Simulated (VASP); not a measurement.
# MgPd (Pm-3m) in VASP: single point with LDA

Aim: the single point of MgPd with LDA.

All numbers are computed with VASP 6.6.1; they aren't measurements. Logs are shortened: lines on timing, memory, paths and dates and some standing lists are left out, and cuts for length are marked.

### Step 1. The crystal as given

It takes space group Pm-3m (No. 221, cubic). The conventional cell has a = 3.160 Å, b = 3.160 Å, c = 3.160 Å, α = 90.00°, β = 90.00°, γ = 90.00°. Around Mg (site symmetry m-3m) lie 8 Pd at 2.74 Å. Pd (site symmetry m-3m) has 8 Mg at 2.74 Å as nearest neighbours.

### Step 2. Single point, LDA

The input, INCAR:

```
  PREC = Accurate
  ENCUT = 520
  EDIFF = 1E-6
  ISMEAR = 0
  SIGMA = 0.1
  LREAL = F
  LASPH = T
  NELM = 80
  ALGO = Fast
  ISIF = 2
  LWAVE = F
  LCHARG = F
  NBANDS = 13
```

The input, KPOINTS:

```
regular mesh
0
Gamma
  6 6 6
```

The input, POSCAR:

```
MgPd
1.0
    3.1600000000      0.0000000000      0.0000000000
    0.0000000000      3.1600000000      0.0000000000
    0.0000000000      0.0000000000      3.1600000000
Mg Pd
1 1
Direct
    0.0000000000      0.0000000000      0.0000000000
    0.5000000000      0.5000000000      0.5000000000
```

Potentials or basis: VASP PAW LDA potentials, release 64 (Mg, Pd).

Started as:

```console
cat potpaw_LDA.64/Mg/POTCAR potpaw_LDA.64/Pd/POTCAR > POTCAR
mpirun -np 1 vasp_std > vasp.out
```

OUTCAR:

```text
PREC = Accurate
   ENCUT = 520
   EDIFF = 1E-6
   ISMEAR = 0
   LREAL = F
   LASPH = T
   NELM = 80
   ISIF = 2

 ion  position               nearest neighbor table
   1  0.000  0.000  0.000-   2 2.74   2 2.74   2 2.74   2 2.74   2 2.74   2 2.74   2 2.74   2 2.74

   2  0.500  0.500  0.500-   1 2.74   1 2.74   1 2.74   1 2.74   1 2.74   1 2.74   1 2.74   1 2.74

  LATTYP: Found a simple cubic cell.
 ALAT       =     3.1600000000

  Lattice vectors:

 A1 = (   3.1600000000,   0.0000000000,   0.0000000000)
 A2 = (   0.0000000000,   3.1600000000,   0.0000000000)
 A3 = (   0.0000000000,   0.0000000000,   3.1600000000)

Analysis of symmetry for initial positions (statically):
=====================================================================
 Subroutine PRICEL returns:
 Original cell was already a primitive cell.

 Routine SETGRP: Setting up the symmetry group for a
 simple cubic supercell.

 Subroutine GETGRP returns: Found 48 space group operations
 (whereof 48 operations were pure point group operations)
 out of a pool of 48 trial point group operations.

The static configuration has the point symmetry O_h .

Analysis of symmetry for dynamics (positions and initial velocities):
=====================================================================
 Subroutine PRICEL returns:
 Original cell was already a primitive cell.

 Routine SETGRP: Setting up the symmetry group for a
 simple cubic supercell.

 Subroutine GETGRP returns: Found 48 space group operations
 (whereof 48 operations were pure point group operations)
 out of a pool of 48 trial point group operations.

The dynamic configuration has the point symmetry O_h .

 Subroutine INISYM returns: Found 48 space group operations
 (whereof 48 operations are pure point group operations),
 and found     1 'primitive' translations

----------------------------------------------------------------------------------------

                                     Primitive cell

  volume of cell :      31.5545

  direct lattice vectors                    reciprocal lattice vectors
     3.160000000  0.000000000  0.000000000     0.316455696  0.000000000  0.000000000
     0.000000000  3.160000000  0.000000000     0.000000000  0.316455696  0.000000000
     0.000000000  0.000000000  3.160000000     0.000000000  0.000000000  0.316455696

  length of vectors
     3.160000000  3.160000000  3.160000000     0.316455696  0.316455696  0.316455696

  position of ions in fractional coordinates (direct lattice)
     0.000000000  0.000000000  0.000000000
     0.500000000  0.500000000  0.500000000

  ion indices of the primitive-cell ions
   primitive index   ion index
                 1           1
                 2           2

----------------------------------------------------------------------------------------

 KPOINTS: regular mesh

Automatic generation of k-mesh.
 Grid dimensions read from file:
 generate k-points for:    6    6    6

 Generating k-lattice:

  Cartesian coordinates                     Fractional coordinates (reciprocal lattice)
     0.052742616  0.000000000  0.000000000     0.166666667  0.000000000  0.000000000
     0.000000000  0.052742616  0.000000000     0.000000000  0.166666667  0.000000000
     0.000000000  0.000000000  0.052742616     0.000000000  0.000000000  0.166666667

  Length of vectors
     0.052742616  0.052742616  0.052742616

  Shift w.r.t. Gamma in fractional coordinates (k-lattice)
     0.000000000  0.000000000  0.000000000

 Subroutine IBZKPT returns following result:
 ===========================================

 Found     20 irreducible k-points:

 Following reciprocal coordinates:
            Coordinates               Weight
  0.000000  0.000000  0.000000      1.000000
  0.166667  0.000000  0.000000      6.000000
  0.333333  0.000000  0.000000      6.000000
  0.500000  0.000000  0.000000      3.000000
  0.166667  0.166667  0.000000     12.000000
  0.333333  0.166667  0.000000     24.000000
[... 12 lines left out ...]
  0.500000  0.500000  0.333333      6.000000
  0.500000  0.500000  0.500000      1.000000
   k-points           NKPTS =     20   k-points in BZ     NKDIM =     20   number of bands    NBANDS=     13
   number of dos      NEDOS =    301   number of ions     NIONS =      2
   total plane-waves  NPLWV =  13824
   dimension x,y,z NGX =    24 NGY =   24 NGZ =   24
   dimension x,y,z NGXF=    48 NGYF=   48 NGZF=   48
   ions per type =               1   1
   NGX,Y,Z   is equivalent  to a cutoff of  12.63, 12.63, 12.63 a.u.
   NGXF,Y,Z  is equivalent  to a cutoff of  25.25, 25.25, 25.25 a.u.
 SYSTEM =  unknown system
   PREC   = accura    normal or accurate (medium, high low for compatibility)
   ISTART =      0    job   : 0-new  1-cont  2-samecut
   ICHARG =      2    charge: 1-file 2-atom 10-const
   ISPIN  =      1    spin polarized calculation?
   LNONCOLLINEAR =      F non collinear calculations
   LSORBIT =      F    spin-orbit coupling
   LASPH  =      T    aspherical Exc in radial PAW
   ENCUT  =  520.0 eV  38.22 Ry    6.18 a.u.   5.88  5.88  5.88*2*pi/ulx,y,z
   NELM   =     80;   NELMIN=  2; NELMDL= -5     # of ELM steps
   EDIFF  = 0.1E-05   stopping-criterion for ELM
   LREAL  =      F    real-space projection
   EDIFFG = 0.1E-04   stopping-criterion for IOM
   NSW    =      0    number of steps for IOM
   IBRION =     -1    ionic relax: 0-MD 1-quasi-New 2-CG
   NFREE  =      0    steps in history (QN), initial steepest desc. (CG)
   ISIF   =      2    stress and relaxation
   ISYM   =      2    0-nonsym 1-usesym 2-fastsym
   POTIM  = 0.5000    time-step for ionic-motion
   TEBEG  =    0.0;   TEEND  =   0.0 temperature during run
   PSTRESS=    0.0 pullay stress
   NELECT =      12.0000    total number of electrons
   NUPDOWN=      -1.0000    fix difference up-down
   EMIN   =  10.00;   EMAX   =-10.00  energy-range for DOS
   EFERMI =   0.00;   METHOD = LEGACY
   ISMEAR =     0;   SIGMA  =   0.10  broadening in eV -4-tet -1-fermi 0-gaus
   EFERMI_NEDOS =   21; number of points for ismear=-14 and -15
   IALGO  =     68    algorithm
   IMIX   =      4    mixing-type and parameters
     AMIX     =   0.40;   BMIX     =  1.00
     AMIX_MAG =   1.60;   BMIX_MAG =  1.00
  volume/ion in A,a.u.               =      15.78       106.47
  Fermi-wavevector in a.u.,A,eV,Ry     =   1.186082  2.241371 19.140557  1.406791
  Thomas-Fermi vector in A             =   2.322263
   LORBIT       =      0    0 simple, 1 ext, 2 COOP (PROOUT), +10 PAW based schemes
   GGA     = CA    functional components
   LHFCALC =     F    Hartree Fock is set to
   AEXX    =    0.0000 exact exchange contribution
   IVDW    =     0    specifies the selected vdW correction
   LEPSILON=     F    determine dielectric tensor
   LRPA    =     F    only Hartree local field effects (RPA)
 non-spin polarized calculation
 RMM-DIIS sequential band-by-band and
 Gauss-broadening in eV      SIGMA  =   0.10
  energy-cutoff  :      520.00
  volume of cell :       31.55
 maximum number of plane-waves:       872
 NGX is ok and might be reduce to    24
   NGX = 11   NGY = 11   NGZ = 11

 number of electron      12.0000002 magnetization

 Free energy of the ion-electron system (eV)
  ---------------------------------------------------
  ext. energy  EPLUGINS =         0.00000000
  ---------------------------------------------------
  free energy    TOTEN  =        -9.80651830 eV

  energy without entropy =       -9.79850742  energy(sigma->0) =       -9.80251286

 E-fermi :   6.4924     XC(G=0): -11.5089

 val. band max:        6.3840655803   @ k =   0.5000   0.1667   0.1667
 cond. band min:       6.5286864943   @ k =   0.5000   0.3333   0.1667
 fundamental gap:      0.1446209139
 Fermi energy:         6.4924150862

 k-point     1 :       0.0000    0.0000    0.0000
  band No.  band energies     occupation
      1      -1.0683      2.00000
      2       2.5496      2.00000
      3       2.5496      2.00000
      4       4.5429      2.00000
      5       4.5429      2.00000
      6       4.5429      2.00000
      7      13.5432      0.00000
      8      13.5432      0.00000
      9      13.5432      0.00000
     10      16.4550      0.00000
     11      16.4550      0.00000
     12      20.8296      0.00000
     13      26.0549      0.00000

 k-point     2 :       0.1667    0.0000    0.0000
  band No.  band energies     occupation
      1      -0.6155      2.00000
      2       2.6362      2.00000
      3       2.7325      2.00000
      4       4.3293      2.00000
      5       4.3293      2.00000
      6       4.5681      2.00000
      7      10.9359      0.00000
      8      14.1526      0.00000
      9      14.1526      0.00000
     10      16.1275      0.00000
     11      18.1799      0.00000
     12      22.5576      0.00000
     13      24.0359      0.00000

 k-point     3 :       0.3333    0.0000    0.0000
  band No.  band energies     occupation
      1       0.5884      2.00000
      2       2.8181      2.00000
      3       3.0819      2.00000
      4       3.9457      2.00000
      5       3.9457      2.00000
      6       4.6189      2.00000
      7       7.8045      0.00000
      8      15.4595      0.00000
      9      15.6490      0.00000
     10      15.6490      0.00000
     11      19.4552      0.00000
     12      21.2883      0.00000
     13      21.2883      0.00000
[... 241 lines left out ...]
 k-point    19 :       0.5000    0.5000    0.3333
  band No.  band energies     occupation
      1       2.2052      2.00000
      2       2.6322      2.00000
      3       2.6322      2.00000
      4       4.5523      2.00000
      5       5.2873      2.00000
      6       8.8708      0.00000
      7       8.8708      0.00000
      8       9.6012      0.00000
      9      12.2469      0.00000
     10      14.9881      0.00000
     11      15.2099      0.00000
     12      15.2099      0.00000
     13      16.3336      0.00000

 k-point    20 :       0.5000    0.5000    0.5000
  band No.  band energies     occupation
      1       2.3668      2.00000
      2       2.3668      2.00000
      3       2.3668      2.00000
      4       5.2983      2.00000
      5       5.2983      2.00000
      6       9.9780      0.00000
      7       9.9780      0.00000
      8       9.9780      0.00000
      9      12.7456      0.00000
     10      13.7211      0.00000
     11      13.7211      0.00000
     12      13.7211      0.00000
     13      14.3088      0.00000

------------------------ aborting loop because EDIFF is reached ----------------------------------------

  FORCE on cell =-STRESS in cart. coord.  units (eV):
  Direction    XX          YY          ZZ          XY          YZ          ZX
  --------------------------------------------------------------------------------------
  -------------------------------------------------------------------------------------
  Total       -1.0647229     -1.0647229     -1.0647229     -0.0000000      0.0000000     -0.0000000
  in kB      -54.0612287    -54.0612287    -54.0612287     -0.0000000      0.0000000     -0.0000000
  external PRESSURE =     -54.0612287 kB  Pullay stress =       0.0000000 kB

 VOLUME and BASIS-vectors are now :
 -----------------------------------------------------------------------------
  energy-cutoff  :      520.00
  volume of cell :       31.55
      direct lattice vectors                 reciprocal lattice vectors
     3.160000000  0.000000000  0.000000000     0.316455696  0.000000000  0.000000000
     0.000000000  3.160000000  0.000000000     0.000000000  0.316455696  0.000000000
     0.000000000  0.000000000  3.160000000     0.000000000  0.000000000  0.316455696

 POSITION                                       TOTAL-FORCE (eV/Angst)
 -----------------------------------------------------------------------------------
      0.00000      0.00000      0.00000         0.000000      0.000000      0.000000
      1.58000      1.58000      1.58000         0.000000      0.000000      0.000000
 -----------------------------------------------------------------------------------
    total drift:                                0.000000     -0.000000     -0.000000

  FREE ENERGIE OF THE ION-ELECTRON SYSTEM (eV)
  ---------------------------------------------------
  free  energy   TOTEN  =        -9.8065183050 eV

  energy  without entropy=       -9.7985074231  energy(sigma->0) =       -9.80251286
```

Wall time 3.2 s (1 thread of Intel Xeon Platinum 8559C (Emerald Rapids), shared host); peak memory 0.12 GiB.

What came out:

- Free energy: -9.8065 eV
- Pressure: -5.4 GPa
- Band gap on the k mesh: none (metal or under the smearing width)

Levels at points of the mesh, in eV from the Fermi level:
```csv
k point,band 4,band 5,band 6,band 7,band 8,band 9
"(0.00, 0.00, 0.00)",-1.95,-1.95,-1.95,7.05,7.05,7.05
"(0.50, 0.00, 0.00)",-2.72,-2.72,-1.85,-0.20,8.63,10.40
"(0.50, 0.50, 0.00)",-2.60,-1.24,-0.17,-0.17,2.69,5.27
"(0.50, 0.50, 0.50)",-1.19,-1.19,3.49,3.49,3.49,6.25
```
